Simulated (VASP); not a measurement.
The system is AlCr2C.

```xyz
8
Lattice="2.8251 0.0000 0.0000 -1.4126 2.4466 0.0000 0.0000 0.0000 12.6014" Properties=species:S:1:pos:R:3 pbc="T T T"
Al    1.4126    0.8155    3.1503
Al    0.0000    1.6311    9.4510
Cr    0.0000    1.6311    5.2288
Cr    1.4126    0.8155   11.5295
Cr    1.4126    0.8155    7.3725
Cr    0.0000    1.6311    1.0719
C     0.0000    0.0000    6.3007
C     0.0000    0.0000    0.0000
```

The cell comes from a database or a generator and needn't be the stable form of this composition.

* Program: VASP 6.6.1
* Task: relaxation of cell and atoms
* Functional: LDA
* Potentials or basis: VASP PAW LDA potentials, release 64 (Al, Cr_pv, C)
* Cutoff: 600 eV
* k mesh: 15 × 15 × 3
* Occupations: methfessel-paxton, width 0.1 eV
* Spin: no spin polarisation

At the start: pressure -8.2 GPa; volume 10.89 Å³/atom.

Problem. How do energy, volume and symmetry change on relaxing?

Solution. Over 6 steps the energy falls by 9.7 meV/atom and the volume is 10.53 Å³/atom (-3.3 %); space group P6_3/mmc (No. 194, to 0.05 Å).

Step by step:
```
step  energy change (eV)  largest force (eV/Å)  pressure (GPa)  volume (Å³)
   1              0.0000                0.4631           -8.18        87.10
   2              0.1558                1.2329           15.89        80.28
   3             -0.0766                0.0873           -0.40        84.52
   4             -0.0766                0.0977           -0.15        84.47
   5             -0.0777                0.0180           -0.05        84.30
   6             -0.0778                0.0024            0.03        84.26
```

Final structure:
```
Al Cr C
1.0
     2.79346    0.00000    0.00000
    -1.39673    2.41921    0.00000
     0.00000    0.00000   12.46797
Al Cr C
2 4 2
Direct
  0.66667 0.33333 0.25000
  0.33333 0.66667 0.75000
  0.33333 0.66667 0.41520
  0.66667 0.33333 0.91520
  0.66667 0.33333 0.58480
  0.33333 0.66667 0.08480
  0.00000 0.00000 0.50000
  0.00000 0.00000 0.00000
```
